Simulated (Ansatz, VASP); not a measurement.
# Sb (Antimony): VASP beside Ansatz

Wanted: the spread between two codes on one cell, functional and k mesh. The cell is taken from a series of runs on this material, whose earlier steps may have relaxed, scaled, displaced or heated it; both programs get it as it stands.

Calculated with Ansatz 0.2.0; plane waves, with VASP 6.6.1 beside it; zone-centre phonons at PBEsol.

### 1. Set-up

It takes space group R-3m (No. 166, trigonal). The conventional cell has a = 4.280 Å, b = 4.280 Å, c = 11.184 Å, α = 90.00°, β = 90.00°, γ = 120.00°. Sb has 3 Sb at 2.91 Å nearest.

Coordinates:

```
Sb
1.0
     2.13990    1.23547    3.72791
    -2.13990    1.23547    3.72791
     0.00000   -2.47094    3.72791
Sb
2
Direct
  0.23579 0.23579 0.23579
  0.76421 0.76421 0.76421
```

### 2. VASP: zone-centre phonons, PBEsol

Second derivatives magnify differences that forces hide, and they need a tight electronic threshold.

Lines of VASP's logs that name or quote its potential files are left out, and so is its time.

Contents of INCAR:

```
SYSTEM = Sb
PREC = Accurate
ENCUT = 500
EDIFF = 1E-08
NELM = 120
ISMEAR = 1
SIGMA = 0.2
LREAL = .FALSE.
ALGO = Normal
GGA = PS
NBANDS = 11
LORBIT = 11
LWAVE = .FALSE.
LCHARG = .FALSE.
ISIF = 2
IBRION = 8
LASPH = .TRUE.
GGA_COMPAT = .FALSE.
KPAR = 2
```

Contents of POSCAR:

```
Sb
1.0
    2.1399004684      1.2354721114      3.7279080403
   -2.1399004684      1.2354721114      3.7279080403
    0.0000000000     -2.4709442229      3.7279080403
Sb
2
Direct
    0.2357858943      0.2357858943      0.2357858943
    0.7642141057      0.7642141057      0.7642141057
```

Contents of KPOINTS:

```
Automatic mesh
0
Gamma
12 12 12
0 0 0
```

Potentials, in the order of the species: Sb (PBE family, release 64).

Launch:

```sh
mpirun -np 2 vasp_std
```

Numbers of over 12 decimals in the logs are rounded to 6 here.

Output:

```text
[banner, memory and clock lines left out]
running    2 mpi-ranks, on    1 nodes
 distrk:  each k-point on    1 cores,    2 groups
 distr:  one band on    1 cores,    1 groups

 POSCAR found type information on POSCAR Sb
 POSCAR found :  1 types and       2 ions
|                                                                             |
|               ----> ADVICE to this user running VASP <----                  |
|                                                                             |
|     You enforced a specific xc type in the INCAR file but a different       |
|     [... a line on the potential file left out ...]
|     I HOPE YOU KNOW WHAT YOU ARE DOING!                                     |
|                                                                             |

 LDA part: xc-table for (Slater+PW92), standard interpolation
 POSCAR, INCAR and KPOINTS ok, starting setup
 FFT: planning ... GRIDC
 FFT: planning ... GRID_SOFT
 FFT: planning ... GRID
 WAVECAR not read
 entering main loop
       N       E                     dE             d eps       ncg     rms          rms(c)
DAV:   1     0.335923520740E+02    0.33592E+02   -0.35317E+03  4158   0.693E+02
DAV:   2    -0.729413993010E+01   -0.40886E+02   -0.39557E+02  5451   0.113E+02
DAV:   3    -0.911187758345E+01   -0.18177E+01   -0.17993E+01  5118   0.263E+01
DAV:   4    -0.912749334481E+01   -0.15616E-01   -0.15615E-01  4694   0.291E+00
DAV:   5    -0.912767465164E+01   -0.18131E-03   -0.18131E-03  4854   0.351E-01    0.293E+00
DAV:   6    -0.911810477376E+01    0.95699E-02   -0.20913E-03  4743   0.282E-01    0.176E+00
DAV:   7    -0.911220163127E+01    0.59031E-02   -0.52484E-03  4575   0.438E-01    0.552E-02
DAV:   8    -0.911223777659E+01   -0.36145E-04   -0.10961E-04  4725   0.760E-02    0.159E-02
DAV:   9    -0.911224478909E+01   -0.70125E-05   -0.11891E-05  4719   0.219E-02    0.505E-03
DAV:  10    -0.911224435398E+01    0.43511E-06   -0.10862E-06  4720   0.608E-03    0.117E-03
DAV:  11    -0.911224451205E+01   -0.15808E-06   -0.15460E-07  4728   0.227E-03    0.440E-04
DAV:  12    -0.911224453554E+01   -0.23492E-07   -0.13585E-08  3566   0.681E-04    0.118E-04
DAV:  13    -0.911224454797E+01   -0.12426E-07   -0.15203E-09  2394   0.279E-04    0.545E-05
DAV:  14    -0.911224455015E+01   -0.21802E-08   -0.15127E-10  2253   0.991E-05
   1 F= -.91122446E+01 E0= -.91128503E+01  d E =0.181733E-02
 Linear response reoptimize wavefunctions to high precision
DAV:   1    -0.911224454911E+01    0.10402E-08   -0.22204E-11  2547   0.406E-05
DAV:   2    -0.911224454911E+01    0.13642E-11   -0.41836E-12  2229   0.168E-05
 Linear response DOF=           2
 Linear response progress:
  Degree of freedom:   1/  2
       N       E                     dE             d eps       ncg     rms          rms(c)
RMM:   1    -0.249277332866E-01   -0.24928E-01    0.24291E-02 38574   0.118E+00
RMM:   2    -0.246667197810E-01    0.26101E-03   -0.15866E-03 30174   0.238E-01    0.473E-02
RMM:   3    -0.246633694031E-01    0.33504E-05   -0.43532E-05 31762   0.388E-02    0.282E-02
RMM:   4    -0.247081574709E-01   -0.44788E-04   -0.21972E-05 31800   0.205E-02    0.226E-03
RMM:   5    -0.247160189070E-01   -0.78614E-05   -0.19199E-06 32534   0.363E-03    0.936E-04
RMM:   6    -0.247181082443E-01   -0.20893E-05   -0.36691E-08 32077   0.914E-04    0.295E-04
RMM:   7    -0.247172710698E-01    0.83717E-06    0.19583E-07 33037   0.218E-04    0.674E-05
RMM:   8    -0.247172302587E-01    0.40811E-07    0.12032E-07 33637   0.536E-05    0.143E-05
RMM:   9    -0.247172154584E-01    0.14800E-07   -0.36044E-09 33550   0.195E-05    0.111E-06
RMM:  10    -0.247172113905E-01    0.40679E-08   -0.26858E-09 32194   0.715E-06    0.749E-07
 first order change of Fermi-energy  -0.17875E-04
 force on displaced ion       1 direction 1 :  -2.374   0.000   0.000
 Linear response progress:
  Degree of freedom:   2/  2
       N       E                     dE             d eps       ncg     rms          rms(c)
RMM:   1    -0.262296110510E-01   -0.26230E-01    0.18947E-02  8118   0.119E+00
RMM:   2    -0.251046779582E-01    0.11249E-02   -0.15653E-03  6504   0.245E-01    0.479E-02
RMM:   3    -0.250110887312E-01    0.93589E-04   -0.41959E-05  6903   0.425E-02    0.292E-02
RMM:   4    -0.249512995247E-01    0.59789E-04   -0.27750E-05  6713   0.256E-02    0.732E-03
RMM:   5    -0.249649134546E-01   -0.13614E-04   -0.83115E-07  6978   0.526E-03    0.251E-03
RMM:   6    -0.249672681794E-01   -0.23547E-05   -0.45038E-08  7013   0.102E-03    0.804E-04
RMM:   7    -0.249660910879E-01    0.11771E-05    0.86628E-09  7073   0.327E-04    0.192E-04
RMM:   8    -0.249661232568E-01   -0.32169E-07    0.23432E-09  7189   0.584E-05    0.278E-05
RMM:   9    -0.249661295891E-01   -0.63323E-08   -0.42194E-10  7202   0.213E-05    0.147E-05
 first order change of Fermi-energy  -0.11178E+01
 force on displaced ion       1 direction 3 :   0.000   0.000  -4.493
 Linear response finished
```

OUTCAR, selected parts (step 2):

```text
ion  position               nearest neighbor table
   1  0.236  0.236  0.236-   2 2.91   2 2.91   2 2.91   2 3.30   2 3.30   2 3.30
   2  0.764  0.764  0.764-   1 2.91   1 2.91   1 2.91   1 3.30   1 3.30   1 3.30

  LATTYP: Found a trigonal (rhomboedric) cell.
 ALAT       =     4.4724561160
 COS(alpha) =     0.5421481563

 Subroutine GETGRP returns: Found 12 space group operations
 (whereof 12 operations were pure point group operations)

The static configuration has the point symmetry D_3d.

 Found    189 irreducible k-points:

   k-points           NKPTS =    189   k-points in BZ     NKDIM =    189   number of bands    NBANDS=     11

   dimension x,y,z NGX =    36 NGY =   36 NGZ =   36
   dimension x,y,z NGXF=    72 NGYF=   72 NGZF=   72

   ENCUT  =  500.0 eV  36.75 Ry    6.06 a.u.   8.15  8.15  8.15*2*pi/ulx,y,z

   NELECT =      10.0000    total number of electrons

 k-points in reciprocal lattice and weights: Automatic mesh
   0.00000000  0.00000000  0.00000000       0.001
   0.08333333 -0.00000000 -0.00000000       0.003
   0.16666667 -0.00000000 -0.00000000       0.003
   0.25000000  0.00000000 -0.00000000       0.003
   0.33333333 -0.00000000 -0.00000000       0.003
   0.41666667 -0.00000000 -0.00000000       0.003
   0.50000000  0.00000000 -0.00000000       0.002
   0.08333333  0.08333333 -0.00000000       0.003
   0.16666667  0.08333333 -0.00000000       0.007
[...]
-0.41666667  0.50000000  0.41666667       0.003
   0.50000000  0.50000000  0.50000000       0.001

 average (electrostatic) potential at core
       1 -85.4388       2 -85.4388

  Total        0.4180300      0.4180300      0.0533393     -0.0000000     -0.0000000      0.0000000
  in kB       11.3259606     11.3259606      1.4451555     -0.0000000     -0.0000000      0.0000000
  external PRESSURE =       8.0323589 kB  Pullay stress =       0.0000000 kB

  energy-cutoff  :      500.00
  volume of cell :       59.13
      direct lattice vectors                 reciprocal lattice vectors
     2.139900468  1.235472111  3.727908040     0.233655727  0.134901197  0.089415653
    -2.139900468  1.235472111  3.727908040    -0.233655727  0.134901197  0.089415653
     0.000000000 -2.470944223  3.727908040     0.000000000 -0.269802394  0.089415653

 POSITION                                       TOTAL-FORCE (eV/Angst)
 -----------------------------------------------------------------------------------
      0.00000     -0.00000      2.63696         0.000000     -0.000000      0.050453
      0.00000     -0.00000      8.54676         0.000000      0.000000     -0.050453
 -----------------------------------------------------------------------------------
    total drift:                                0.000000      0.000000     -0.000000

 Eigenvectors and eigenvalues of the dynamical matrix
 ----------------------------------------------------

   1 f  =    4.247314 THz    26.686659 2PiTHz  141.675133 cm-1    17.565470 meV
             X         Y         Z           dx          dy          dz
      0.000000 -0.000000  2.636964    -0.000000   -0.000000    0.707107
      0.000000 -0.000000  8.546760     0.000000    0.000000   -0.707107

   2 f  =    3.087039 THz    19.396440 2PiTHz  102.972550 cm-1    12.766963 meV
             X         Y         Z           dx          dy          dz
      0.000000 -0.000000  2.636964    -0.707107   -0.000002   -0.000000
      0.000000 -0.000000  8.546760     0.707107    0.000002    0.000000

   3 f  =    3.087039 THz    19.396440 2PiTHz  102.972550 cm-1    12.766963 meV
             X         Y         Z           dx          dy          dz
      0.000000 -0.000000  2.636964    -0.000002    0.707107    0.000000
      0.000000 -0.000000  8.546760     0.000002   -0.707107   -0.000000

   4 f  =    0.000000 THz     0.000000 2PiTHz    0.000002 cm-1     0.000000 meV
             X         Y         Z           dx          dy          dz
      0.000000 -0.000000  2.636964    -0.000000   -0.067758    0.703853
      0.000000 -0.000000  8.546760    -0.000000   -0.067758    0.703853

   5 f  =    0.000000 THz     0.000000 2PiTHz    0.000000 cm-1     0.000000 meV
             X         Y         Z           dx          dy          dz
      0.000000 -0.000000  2.636964     0.707107   -0.000000   -0.000000
      0.000000 -0.000000  8.546760     0.707107   -0.000000   -0.000000

   6 f/i=    0.000000 THz     0.000000 2PiTHz    0.000002 cm-1     0.000000 meV
             X         Y         Z           dx          dy          dz
      0.000000 -0.000000  2.636964     0.000000    0.703853    0.067758
      0.000000 -0.000000  8.546760     0.000000    0.703853    0.067758

 ELASTIC MODULI CONTR FROM IONIC RELAXATION (kBar)
 Direction    XX          YY          ZZ          XY          YZ          ZX
 --------------------------------------------------------------------------------
 XX        -158.0881   -122.2484   -169.4386      0.0000     56.3784     -0.0000
 YY        -122.2484   -158.0881   -169.4386     -0.0000    -56.3784      0.0000
 ZZ        -169.4386   -169.4386   -204.8213      0.0000      0.0000     -0.0000
 XY           0.0000     -0.0000      0.0000    -17.9199     -0.0000     53.7044
 YZ          56.3784    -56.3784      0.0000     -0.0000   -177.3745      0.0000
 ZX          -0.0000      0.0000     -0.0000     53.7044      0.0000   -160.9478
 --------------------------------------------------------------------------------
```

### 3. Ansatz: zone-centre phonons, PBEsol

Ansatz runs on its PAW soft_1 files.

The same cell, functional, mesh and smearing now go to Ansatz, which takes its cutoff from its data sets.

Contents of input.yaml:

```yaml
crystal:
  lattice:
    - [2.1399004684, 1.2354721114, 3.7279080403]
    - [-2.1399004684, 1.2354721114, 3.7279080403]
    - [0.0, -2.4709442229, 3.7279080403]
  atoms:
    - { symbol: Sb, position: [0.2357858943, 0.2357858943, 0.2357858943] }
    - { symbol: Sb, position: [0.7642141057, 0.7642141057, 0.7642141057] }
kpoints:
  mp_grid: { grid: [12, 12, 12] }
hamiltonian:
  xc: pbesol
  pseudopotentials: { kind: paw, azcp: { folder: soft_1 }, xc_functional: pbe }
scf:
  occupations: { method: methfessel_paxton, width: 0.2 }
output:
  eigenvalues: true
phonons:
  method: dfpt
```

Launch:

```sh
ansatz run input.yaml --threads 4 --pin off --max-ram 10240MiB --backend cpu --events-out ev --progress --plain --runs-dir out
```

Output:

```text
Engine: ansatz 0.2.0, x86_64-unknown-linux-gnu
Pseudopotentials: kind: paw
Pseudopotential: Sb, paw, valence charge 15, recommended cutoff 420 eV (normal), soft_1/Sb.paw.azcp
Functional definition: PBEsol
  exchange = pbesol_x
  correlation = pbesol_c
Crystal: 2 atoms, lattice volume = 59.135 Å³
Basis set: ecut = 420 eV, 1159 PW (Γ), exchange–correlation on 60×60×60 points (8 copies of the dense FFT grid, shifted against one another)
Bands: 19, of which v1, the nominal top of the filled ones, is band 15 counted from 1 (14 counted from 0)
Symmetry: 12 space group operations
k-points: 476 of 1728 (irreducible under 2 space group operations, time reversal used)
Non-local potential: Sb, projectors of the file, l = 0: 2, l = 1: 2, l = 2: 2, l = 3: 1
PAW form: soft (Blöchl's): semilocal exchange-correlation on the pseudo side does not see the compensation charge
PAW frozen core: Sb, regenerated for the run's functional, and the local potential with it (the file was generated under x = pbe(κ = 0.804, μ = 0.219515), c = pbe(β = 0.066725))
PAW one-centre angular grid: Sb, 590 points (default); XC on 64 Gauss nodes
Initial density: superposition of atomic densities (chi_scale 0.1, normalization cell)
Initial wavefunctions: pseudopotential atomic-orbital guess
Functional: x = pbesol(κ = 0.804, μ = 0.123457), c = pbesol(β = 0.046)
SCF iter   1: F=—  HF=-12816.334428 eV  |F-HF|=—  |Δ(HF+E_count)|=         —  Δρ=1.49e-2  dr2=9.88e-2  ethr=3.10e-3  ⟨swp⟩=6.0  Hψ=47142  notcnv=0
preconditioner: auto → Kerker (q_TF=auto, 2.437 Å⁻¹)  [metal: Δε(μ)=0.114 eV  Ē_g=8.744 eV  σ=0.200 eV  W_gap=0.46  n_scr=14 (ndim 8)  ℏωp=15.3 eV  f_vac=0.000  D(μ)=0.23/eV (n_scr^D=0)]
SCF iter   2: F=—  HF=-12816.326904 eV  |F-HF|=—  |Δ(HF+E_count)|=   7.52e-3  S|Δr|=    0.00e0  Δρ=9.63e-3  dr2=4.34e-2  ethr=3.29e-4  ⟨swp⟩=1.0  Hψ=12852  notcnv=0
SCF iter   3: F=—  HF=-12816.322788 eV  |F-HF|=—  |Δ(HF+E_count)|=   4.12e-3  S|Δr|=    0.00e0  Δρ=1.21e-3  dr2=1.21e-3  ethr=1.45e-4  ⟨swp⟩=2.0  Hψ=16105  notcnv=0
SCF iter   4: F=—  HF=-12816.322892 eV  |F-HF|=—  |Δ(HF+E_count)|=   1.04e-4  S|Δr|=    0.00e0  Δρ=7.32e-4  dr2=2.44e-4  ethr=4.04e-6  ⟨swp⟩=2.0  Hψ=16190  notcnv=0
SCF iter   5: F=—  HF=-12816.322706 eV  |F-HF|=—  |Δ(HF+E_count)|=   1.86e-4  S|Δr|=    0.00e0  Δρ=2.62e-4  dr2=6.03e-5  ethr=8.13e-7  ⟨swp⟩=2.0  Hψ=16103  notcnv=0
SCF iter   6: F=—  HF=-12816.322726 eV  |F-HF|=—  |Δ(HF+E_count)|=   1.93e-5  S|Δr|=    0.00e0  Δρ=5.15e-5  dr2=2.00e-6  ethr=2.01e-7  ⟨swp⟩=2.5  Hψ=13515  notcnv=0
SCF iter   7: F=—  HF=-12816.322726 eV  |F-HF|=—  |Δ(HF+E_count)|=   2.20e-7  S|Δr|=    0.00e0  Δρ=8.26e-6  dr2=2.97e-8  ethr=6.68e-9  ⟨swp⟩=2.0  Hψ=16223  notcnv=0
SCF iter   8: F=—  HF=-12816.322726 eV  |F-HF|=—  |Δ(HF+E_count)|=   6.18e-9  S|Δr|=    0.00e0  Δρ=1.60e-6  dr2=2.80e-9  ethr=9.89e-11  ⟨swp⟩=2.2  Hψ=10846  notcnv=0
SCF iter   9: F=—  HF=-12816.322726 eV  |F-HF|=—  |Δ(HF+E_count)|=  5.78e-10  S|Δr|=    0.00e0  Δρ=6.56e-7  dr2=4.57e-10  ethr=9.34e-12  ⟨swp⟩=2.3  Hψ=12834  notcnv=0
SCF iter  10: F=—  HF=-12816.322726 eV  |F-HF|=—  |Δ(HF+E_count)|=  1.82e-11  S|Δr|=    0.00e0  Δρ=3.17e-7  dr2=5.81e-11  ethr=1.52e-12  ⟨swp⟩=2.9  Hψ=16581  notcnv=0
SCF iter  11: F=-12816.322726 eV  HF=-12816.322726 eV  |F-HF|=3.64e-12  |Δ(HF+E_count)|=  7.28e-12  S|Δr|=    0.00e0  Δρ=7.84e-8  dr2=7.55e-12  ethr=1.00e-12  ⟨swp⟩=6.0  Hψ=41994  notcnv=0
SCF 1 converged in 11 iterations: F = -12816.322726 eV  dr2 = 7.55e-12
  greatest PAW one-centre occupation: 0.996 electrons in one spin orbital (limit 2), on the Sb atom at site 1 (counted from 0), in its partial waves of l = 2
DFPT response loops at Γ: preconditioner auto → Kerker (q_TF=auto, 2.437 Å⁻¹) (partly filled bands, converged f_vac=0.000); β = 1.00, the filter's whole step (`scf.mixing.beta` (0.50) is not read by the response loops under this deck's `scf.mixing.preconditioner`; to damp them name `kerker` or `kerker_dos`, under which they read `scf.mixing.beta`, and type it under 1.00, their step now; both keys bind the ground state too); Broyden in place of MSR1
SCF converged after 11 iterations
Stability not checked: this state was not tested for a lower state beside it, because cold or Methfessel-Paxton smearing, or corrected tetrahedra, fill the levels in a way that the test cannot read (fill_not_monotonic; see scf.lower_state_search)
Free energy (F): -12816.322726 eV
Harris-Foulkes:  -12816.322726 eV  (|F-HF|=3.64e-12)
Internal energy: -12816.324504 eV  (E = F + TS)
E sigma→0 (E₀):  -12816.323170 eV
Entropy (-TS):   0.001778 eV (0.889 meV/atom)
Fermi energy:    10.455171 eV
--- Per-component energies (eV) ---
  E_band       = -325.955906
  E_kinetic    = 326.500394
  E_local      = -3128.489940  (includes V_loc(G=0)·N_el)
  E_nonlocal   = 782.619684
  E_hartree    = 1294.723748
  E_xc         = -196.859798
  E_vxc        = -182.138827  (∫ρ·V_xc dr)
  E_paw        = -8935.058505  (= ΣΔE_a)
  E_vpaw       = -713.894995  (= ΣTr[D̂ρ^β])
  E_aug_tail   = 0.000268  (compensation charges beyond the density's cutoff)
  E_ewald      = -2960.424065
  E_core_change = 0.663710  (= ΣΔE_core)
  E_smearing   = 0.001778  (= −TS)
  E_closure    = -0.000000  (closes the sum)
  Σ components = -12816.322726   (vs F -12816.322726, Δ=0.00e0)
--- Band table (eV; the first three rows and the last of 476) ---
  k-point 0: bands = [... 11 lower, 5.7266, 8.3053, 8.7058, 8.7058, 12.7728, 13.2637, 13.2637, 15.5304]
  k-point 1: bands = [... 11 lower, 5.3579, 8.3506, 8.6912, 8.8404, 12.7121, 13.0244, 13.0404, 15.1574]
  k-point 2: bands = [... 11 lower, 4.5014, 8.3885, 8.6594, 9.1436, 12.3693, 12.4619, 12.4881, 14.9988]
  k-point 475: bands = [... 11 lower, 1.2223, 9.2643, 9.2643, 10.1315, 10.5063, 10.5063, 11.5068, 17.6309]
--- Phonons (Γ-DFPT): 2 representative perturbations + reference, on 476 of 1728 k-points (Σ response iterations 6) ---
  k mesh reduced under 2 symmetry operations, with k and −k counted as one. Each operation leaves every solved perturbation unchanged. A smaller set is not used because it would not reduce the number of displacements times k-points to solve
  ASR residual: 3.084e-5 → 0.000e0 eV/Å²; symmetrization residual: 1.423e-5 eV/Å²
  ASR residual per site (eV/Å²): 3.08e-5 3.08e-5
  Γ frequencies (cm⁻¹): 0.00 0.00 0.00 99.64 99.64 138.80
  non-analytic LO–TO correction: not included (Born effective charges unavailable; polar crystals: no LO–TO splitting at Γ)
```

### 4. Side by side

Known differences besides the potentials themselves: the data sets hold 30 valence electrons in Ansatz (on its PAW soft_1 files) and 10 in VASP; the cutoff is 420 eV in Ansatz and 500 eV in VASP; Ansatz makes its cores anew for this functional, VASP keeps those of its PBE data sets. Total energies have different zeros and are not compared.

The two programs side by side:

```
                  quantity  Ansatz   VASP  difference
optical mode 1 to 2 (cm⁻¹)    99.6  103.0     -3.24 %
     optical mode 3 (cm⁻¹)   138.8  141.7     -2.03 %
```

Modes are paired by rising frequency, not by their patterns, so a pair may set unlike modes beside each other; they are those without the splitting of longitudinal modes.

### 5. Results

```yaml
r_m_s_difference_of_the_optical_zone_centre_modes_each_program_s_sorted_by_frequency_zone_centre_phonons_pbesol: 3.2 cm⁻¹
difference_in_optical_mode_1_to_2_zone_centre_phonons_pbesol: -3.2 %
```

In words: The r.m.s. difference of the optical zone-centre modes, each program's sorted by frequency is 3.2 cm⁻¹ (zone-centre phonons, PBEsol). The data sets hold unlike numbers of valence electrons (30 in Ansatz and 10 in VASP), so part of the differences comes from the potentials. Among the rows given in per cent, the largest difference of the zone-centre phonons, PBEsol pair is in optical mode 1 to 2, -3.2 %. How closely two codes agree says nothing of how well the functional describes the real material.

[Lines on the potential files, build, host, timing and source positions are cut from VASP's logs without a mark.]

[Logs are printed without paths, hosts, clocks, repeated set-up lines and the standing remarks that a program may print on its own settings, such as how far it seeks lower states.]

[Hosts, paths, dates, database ids (printed as entryN), source tags and the programs' standing remarks are cut or masked in the printed files.]
